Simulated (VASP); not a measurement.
Output of a VASP run:

File OSZICAR:
```
       N       E                     dE             d eps       ncg     rms          rms(c)
DAV:   1     0.156013737796E+03    0.15601E+03   -0.10994E+04  5184   0.134E+03
DAV:   2    -0.552755705746E+01   -0.16154E+03   -0.15756E+03  5240   0.291E+02
DAV:   3    -0.135752364321E+02   -0.80477E+01   -0.79029E+01  5757   0.865E+01
DAV:   4    -0.137242297492E+02   -0.14899E+00   -0.14868E+00  5622   0.110E+01
DAV:   5    -0.137282066423E+02   -0.39769E-02   -0.39765E-02  6065   0.185E+00    0.862E+00
DAV:   6    -0.134830567873E+02    0.24515E+00   -0.11415E+00  5696   0.183E+01    0.416E+00
DAV:   7    -0.135046035642E+02   -0.21547E-01   -0.14800E+00  5805   0.240E+01    0.483E+00
DAV:   8    -0.133651241074E+02    0.13948E+00   -0.81105E-01  5602   0.163E+01    0.414E-01
DAV:   9    -0.133682652095E+02   -0.31411E-02   -0.33360E-02  5775   0.170E+00    0.247E-01
DAV:  10    -0.133704639170E+02   -0.21987E-02   -0.46696E-03  7636   0.117E+00    0.105E-01
DAV:  11    -0.133705980793E+02   -0.13416E-03   -0.12652E-03  5693   0.418E-01    0.469E-02
DAV:  12    -0.133706987948E+02   -0.10072E-03   -0.18772E-04  8635   0.263E-01    0.150E-02
DAV:  13    -0.133707037965E+02   -0.50016E-05   -0.59636E-05  5618   0.912E-02    0.408E-03
DAV:  14    -0.133707046334E+02   -0.83693E-06   -0.43685E-06  5220   0.236E-02
   1 F= -.13370705E+02 E0= -.13371039E+02  d E =0.100421E-02
```

OUTCAR:
```
------------------------ aborting loop because EDIFF is reached ----------------------------------------
  FORCE on cell =-STRESS in cart. coord.  units (eV):
  Direction    XX          YY          ZZ          XY          YZ          ZX
  --------------------------------------------------------------------------------------
  Total       -0.9485706     -1.5646204     -0.2882269      0.4339496      0.0000000      0.0000000
  in kB      -22.1881406    -36.5982430     -6.7419530     10.1505722      0.0000000      0.0000000
  external PRESSURE =     -21.8427789 kB  Pullay stress =       0.0000000 kB
  volume of cell :       68.50
      direct lattice vectors                 reciprocal lattice vectors
     1.962126000 -3.430015000  0.000000000     0.254825633 -0.145771957  0.000000000
     1.962126000  3.430015000  0.000000000     0.254825633  0.145771957  0.000000000
     0.000000000  0.000000000  5.088695000     0.000000000  0.000000000  0.196514037
 POSITION                                       TOTAL-FORCE (eV/Angst)
 -----------------------------------------------------------------------------------
      0.00000      0.00000      2.54435         0.251809      0.029066     -0.032202
      0.00000      0.00000      0.00000         0.251809      0.029066      0.032202
      1.96213      1.14334      1.27217         0.060536      0.042050      0.000000
      2.05273     -1.14334      3.81652        -0.564153     -0.100183      0.000000
 -----------------------------------------------------------------------------------
    total drift:                               -0.000089      0.000018     -0.000000
  FREE ENERGIE OF THE ION-ELECTRON SYSTEM (eV)
  ---------------------------------------------------
  free  energy   TOTEN  =       -13.3707046334 eV

  energy  without entropy=      -13.3717088412  energy(sigma->0) =      -13.37103937

 total charge

# of ion       s       p       d       tot
------------------------------------------
    1        0.418   0.439   8.787   9.644
    2        0.418   0.439   8.787   9.644
    3        1.143   1.190   0.067   2.400
    4        1.144   1.191   0.067   2.402
--------------------------------------------------
tot          3.124   3.258  17.709  24.090
```
(Selected blocks of OUTCAR.)

**POSCAR**
```
NiSb
1
    1.9621260000    -3.4300150000     0.0000000000
    1.9621260000     3.4300150000     0.0000000000
    0.0000000000     0.0000000000     5.0886950000
Ni Sb
2 2
Direct
  0.0000000000   0.0000000000   0.5000000000
  0.0000000000   0.0000000000   0.0000000000
  0.3333330000   0.6666670000   0.2500000000
  0.6897540000   0.3564200000   0.7500000000
```

Q: Reconstruct the remaining input files.

A: Several could match; the one computed here: the input of the run itself, PBE GGA + U (Dudarev), plane waves, VASP's PBE PAW potentials (set 64).

**KPOINTS**
```
Regular mesh
0
Gamma
 8 8 6
```

INCAR:
```
LWAVE  =  .False.
SIGMA  =  0.1   ! width (eV)
ISMEAR  =  1
LREAL  =  .False.   ! projection in real space or not
LDAUPRINT  =  1
LDAUTYPE  =  2   ! Dudarev
ENCUT  =  400   ! plane-wave cut-off (eV)
GGA  =  PE   ! PBE
LASPH  =  .True.
SYSTEM  =  NiSb
LCHARG  =  .False.
LMAXMIX  =  4
LORBIT  =  10
LDAUU  =  6.0 0
ISIF  =  2
LDAUJ  =  0 0
LDAU  =  .True.
ALGO  =  Normal
LDAUL  =  2 -1
PREC  =  Accurate
EDIFF  =  1E-6
NELM  =  100
```

POTCAR, in this order: Ni Sb (PBE.64 set). Program: vasp_std.

The compound is NiSb in the NiAs type structure. The cell was not relaxed at this level, atoms are displaced from their ideal sites. The run is one of a series of settings (LDAU = .TRUE., LDAUJ = 0 0, LDAUL = 2 -1, LDAUTYPE = 2, LDAUU = 6.0 0 against the base run), some of them coarse on purpose. The run is not spin-polarised, so no magnetic state was tried.
